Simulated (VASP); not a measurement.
# Te2AsP with PBEsol: from relaxation to properties, part 2 of 4

Aim: relax Te2AsP, then compute properties on the relaxed cell. The cell is invented: it takes the structure of a Materials Project entry for TeAs (space group 225 there), with some of its atoms replaced by other elements, volume scaled by an estimate. It may not be a known or stable phase.

VASP 6.6.1, plane waves and PAW; the level of theory is named at each step.

Still holding for the runs below: The k-mesh is coarse for a metal.

So far. Step 2 (Rough relaxation of the start cell): It ends with a largest force of 0.019 eV/Å and a pressure of -0.03 GPa. The relaxed cell has a = 4.111, c = 19.392 Å (conventional setting).

### 3. Full relaxation (PBEsol)

Level of this step: PBEsol; plane waves and PAW (Te, As, P); invented cell (VASP).

Properties are meant for the cell that this level of theory prefers, so cell and atoms are relaxed first (ISIF = 3) until forces and stress are small; EDIFFG sets the threshold.

File INCAR:

```
SYSTEM = Te2AsP
PREC = Accurate
ENCUT = 400
EDIFF = 1E-06
NELM = 100
ISMEAR = 0
SIGMA = 0.05
LREAL = .FALSE.
ALGO = Normal
GGA = PS
NBANDS = 17
LORBIT = 11
LWAVE = .FALSE.
LCHARG = .FALSE.
KPAR = 2
IBRION = 2
NSW = 60
ISIF = 3
EDIFFG = -0.01
```

File POSCAR:

```
Te2AsP
1.0
    2.0556082752      1.1868063556      6.4639821135
   -2.0556082752      1.1868063556      6.4639821135
    0.0000000000     -2.3736117840      6.4639821230
Te As P
2 1 1
Direct
    0.7533446070      0.7533446070      0.7533446070
    0.2466553930      0.2466553930      0.2466553930
    0.0000000000      0.0000000000      0.0000000000
    0.5000000000      0.5000000000      0.5000000000
```

File KPOINTS:

```
Automatic mesh
0
Gamma
6 6 6
0 0 0
```

PAW data sets: Te, As and P (PBE family, release 64).

Run with:

```console
$ mpirun -np 2 vasp_std
```

Log:

```text
[banner, memory and clock lines left out]
running    2 mpi-ranks, on    1 nodes
 distrk:  each k-point on    1 cores,    2 groups
 distr:  one band on    1 cores,    1 groups

 POSCAR found type information on POSCAR TeAsP
 POSCAR found :  3 types and       4 ions
 [... a notice as in an earlier step ...]

 LDA part: xc-table for (Slater+PW92), standard interpolation
 POSCAR, INCAR and KPOINTS ok, starting setup
 FFT: planning ... GRIDC
 FFT: planning ... GRID_SOFT
 FFT: planning ... GRID
 WAVECAR not read
 entering main loop
       N       E                     dE             d eps       ncg     rms          rms(c)
DAV:   1     0.672718379935E+02    0.67272E+02   -0.75960E+03  1088   0.882E+02
DAV:   2    -0.134932808979E+02   -0.80765E+02   -0.78996E+02  1550   0.145E+02
DAV:   3    -0.174114785481E+02   -0.39182E+01   -0.38830E+01  1343   0.342E+01
DAV:   4    -0.174607875425E+02   -0.49309E-01   -0.49277E-01  1444   0.451E+00
DAV:   5    -0.174617639225E+02   -0.97638E-03   -0.97635E-03  1348   0.592E-01    0.133E+01
DAV:   6    -0.173675221404E+02    0.94242E-01   -0.19513E-01  1323   0.232E+00    0.778E+00
DAV:   7    -0.173673874109E+02    0.13473E-03   -0.81522E-02  1376   0.141E+00    0.181E+00
DAV:   8    -0.173647643465E+02    0.26231E-02   -0.11778E-02  1229   0.638E-01    0.567E-01
DAV:   9    -0.173646567550E+02    0.10759E-03   -0.23128E-03  1329   0.241E-01    0.209E-01
DAV:  10    -0.173646494943E+02    0.72607E-05   -0.18018E-04  1238   0.842E-02    0.487E-02
DAV:  11    -0.173646457567E+02    0.37377E-05   -0.14437E-05  1406   0.245E-02    0.175E-02
DAV:  12    -0.173646464077E+02   -0.65105E-06   -0.43766E-06  1185   0.119E-02
   1 F= -.17364646E+02 E0= -.17363849E+02  d E =-.173646E+02
 curvature:   0.00 expect dE= 0.000E+00 dE for cont linesearch  0.000E+00
 trial: gam= 0.00000 g(F)=  0.357E-05 g(S)=  0.535E-02 ort = 0.000E+00 (trialstep = 0.100E+01)
 search vector abs. value=  0.535E-02
 bond charge predicted
       N       E                     dE             d eps       ncg     rms          rms(c)
DAV:   1    -0.173695235390E+02   -0.48778E-02   -0.13366E-01  1103   0.171E+00    0.303E-01
DAV:   2    -0.173691614488E+02    0.36209E-03   -0.32112E-03  1187   0.318E-01    0.152E-01
DAV:   3    -0.173689672201E+02    0.19423E-03   -0.16377E-04  1355   0.683E-02    0.715E-02
DAV:   4    -0.173688692748E+02    0.97945E-04   -0.18839E-04  1202   0.662E-02    0.445E-02
DAV:   5    -0.173688705001E+02   -0.12253E-05   -0.89381E-06  1367   0.171E-02    0.377E-02
DAV:   6    -0.173688705841E+02   -0.84066E-07   -0.41951E-07   661   0.452E-03
   2 F= -.17368871E+02 E0= -.17368328E+02  d E =-.422418E-02
[...]
3 F= -.17370398E+02 E0= -.17369861E+02  d E =-.575183E-02
[...]
4 F= -.17371249E+02 E0= -.17370653E+02  d E =-.850342E-03
 trial-energy change:   -0.000850  1 .order   -0.000941   -0.003734    0.001852
 step:   0.7698(harm=  0.7963)  dis= 0.00021  next Energy=   -17.371580 (dE=-0.118E-02)
 bond charge predicted
       N       E                     dE             d eps       ncg     rms          rms(c)
DAV:   1    -0.173719641951E+02   -0.71539E-03   -0.23393E-02  1146   0.714E-01    0.179E-01
DAV:   2    -0.173717109498E+02    0.25325E-03   -0.76003E-04  1195   0.153E-01    0.838E-02
DAV:   3    -0.173716165131E+02    0.94437E-04   -0.79686E-05  1327   0.448E-02    0.342E-02
DAV:   4    -0.173715711423E+02    0.45371E-04   -0.82814E-05  1179   0.411E-02    0.364E-02
DAV:   5    -0.173715710594E+02    0.82900E-07   -0.37841E-06  1206   0.104E-02
   5 F= -.17371571E+02 E0= -.17371022E+02  d E =-.117282E-02
 curvature:  -0.60 expect dE=-0.205E-05 dE for cont linesearch -0.527E-07
 trial: gam= 0.01115 g(F)=  0.115E-05 g(S)=  0.229E-05 ort = 0.204E-04 (trialstep = 0.111E+01)
 search vector abs. value=  0.448E-05
 reached required accuracy - stopping structural energy minimisation
```

Elapsed: 2.2 min, on 2 MPI ranks of AMD EPYC 7R43, shared host; peak memory 0.65 GiB.

From OUTCAR (step 3):

```text
  LATTYP: Found a trigonal (rhomboedric) cell.
 ALAT       =     6.8860075131
 COS(alpha) =     0.8217720696

The static configuration has the point symmetry D_3d.

 Found     32 irreducible k-points:

   k-points           NKPTS =     32   k-points in BZ     NKDIM =     32   number of bands    NBANDS=     17

   dimension x,y,z NGX =    48 NGY =   48 NGZ =   48
   dimension x,y,z NGXF=    96 NGYF=   96 NGZF=   96

   ENCUT  =  400.0 eV  29.40 Ry    5.42 a.u.  11.23 11.23 11.23*2*pi/ulx,y,z

   NELECT =      22.0000    total number of electrons

 E-fermi :   7.4878

 k-point     1 :       0.0000    0.0000    0.0000
  band No.  band energies     occupation
    ...
      9       5.6127      2.00000
     10       6.0175      2.00000
     11       6.0175      2.00000
     12       6.2680      2.00000
     13       6.9279      2.00000
     14       9.9862      0.00000
     15      10.0475      0.00000
     16      10.0475      0.00000
     17      12.0854      0.00000

 k-point     2 :       0.1667    0.0000   -0.0000
  band No.  band energies     occupation
    ...
      7       4.5579      2.00000
      8       4.6106      2.00000
      9       4.9039      2.00000
     10       6.0525      2.00000
     11       7.4113      1.96944
     12       7.7137      0.00000
     13       8.0817      0.00000
     14       9.8563      0.00000
     15       9.8598      0.00000
     16       9.9233      0.00000
    ...

  Total       -0.0095336     -0.0095336      0.0028054      0.0000000      0.0000000      0.0000000
  in kB       -0.1617177     -0.1617177      0.0475881      0.0000000      0.0000000      0.0000000
  external PRESSURE =      -0.0919491 kB  Pullay stress =       0.0000000 kB

  energy-cutoff  :      400.00
  volume of cell :       94.45
      direct lattice vectors                 reciprocal lattice vectors
     2.037937630  1.176604205  6.565056659     0.245346076  0.141650616  0.050773863
    -2.037937630  1.176604205  6.565056659    -0.245346076  0.141650616  0.050773863
     0.000000000 -2.353207475  6.565056666     0.000000000 -0.283301233  0.050773883

 POSITION                                       TOTAL-FORCE (eV/Angst)
 -----------------------------------------------------------------------------------
      0.00000      0.00000     14.83688         0.000000      0.000000      0.003449
      0.00000      0.00000      4.85829         0.000000     -0.000000     -0.003449
     -0.00000      0.00000      0.00000         0.000000      0.000000      0.000000
      0.00000      0.00000      9.84758         0.000000      0.000000      0.000000
 -----------------------------------------------------------------------------------
    total drift:                               -0.000000      0.000000     -0.000000

  FREE ENERGIE OF THE ION-ELECTRON SYSTEM (eV)
  ---------------------------------------------------
  free  energy   TOTEN  =       -17.3715710594 eV

  energy  without entropy=      -17.3704729686  energy(sigma->0) =      -17.37102201

 total charge
# of ion       s       p       d       tot
------------------------------------------
    1        1.427   1.788   0.074   3.288
    2        1.427   1.788   0.074   3.288
    3        1.327   1.295   0.045   2.666
    4        1.143   1.218   0.000   2.361
--------------------------------------------------
tot          5.324   6.088   0.192  11.604

[... 2 parts as in an earlier step ...]

[... 7 further parts left out ...]
```

CONTCAR:

```
Te2AsP
   1.00000000000000
     2.0379376298713749    1.1766042046481298    6.5650566586351440
    -2.0379376298713749    1.1766042046481298    6.5650566586351440
     0.0000000000000000   -2.3532074751351617    6.5650566655504408
  Te              As              P
     2     1     1
Direct
     0.7533256785685831    0.7533256785685831    0.7533256785686260
     0.2466743214314169    0.2466743214314169    0.2466743214313741
     0.0000000000000000    0.0000000000000000    0.0000000000000000
     0.5000000000000000    0.5000000000000000    0.5000000000000000
```

Step by step:

```tsv
step	energy less that of the first step (eV)	largest force (eV/Å)	pressure (GPa)	volume (Å³)
1	0.0000	0.0061	-0.18	94.62
2	-0.0042	0.0019	0.14	94.25
3	-0.0058	0.0087	0.46	93.89
4	-0.0066	0.0006	-0.25	94.76
5	-0.0069	0.0034	-0.01	94.45
```

```tsv
conventional cell, symmetrised	before	after	change
a (Å)	4.111	4.076	-0.9 %
b (Å)	4.111	4.076	-0.9 %
c (Å)	19.392	19.695	+1.6 %
volume (Å³/atom)	23.65	23.61	-0.2 %
```

Final coordinates:

```cif
data_structure
_symmetry_space_group_name_H-M 'P 1'
_symmetry_Int_Tables_number 1
_cell_length_a 6.9741
_cell_length_b 6.9741
_cell_length_c 6.9741
_cell_angle_alpha 33.981
_cell_angle_beta 33.981
_cell_angle_gamma 33.981
_cell_volume 94.45
loop_
_atom_site_label
_atom_site_type_symbol
_atom_site_fract_x
_atom_site_fract_y
_atom_site_fract_z
_atom_site_occupancy
Te1 Te 0.75333 0.75333 0.75333 1
Te2 Te 0.24667 0.24667 0.24667 1
As3 As 0.00000 0.00000 0.00000 1
P4 P 0.50000 0.50000 0.50000 1
```

This step gave:

| Property | Result |
| --- | --- |
| irreducible k-points | 32 |
| free energy (TOTEN) | -17.37 eV |
| energy at zero smearing | -17.37 eV |
| Fermi energy | 7.488 eV |
| pressure | -0.009195 GPa |
| SCF cycles over all ionic steps | 35 |

It ends with a largest force of 0.003 eV/Å and a pressure of -0.01 GPa.

[end of part 2 of 4]

[Lines on the potential files, build, host, timing and source positions are cut from VASP's logs without a mark.]

[Logs are printed without paths, hosts, clocks, repeated set-up lines and the standing remarks that a program may print on its own settings, such as how far it seeks lower states.]

[Hosts, paths, dates, database ids (printed as entryN), source tags and the programs' standing remarks are cut or masked in the printed files.]

[A measured line is paired with the nearest computed mode of its activity, which favours agreement.]

[In band tables of VASP the shares of atoms and orbitals are scaled to a sum of 1 inside the atoms' spheres.]
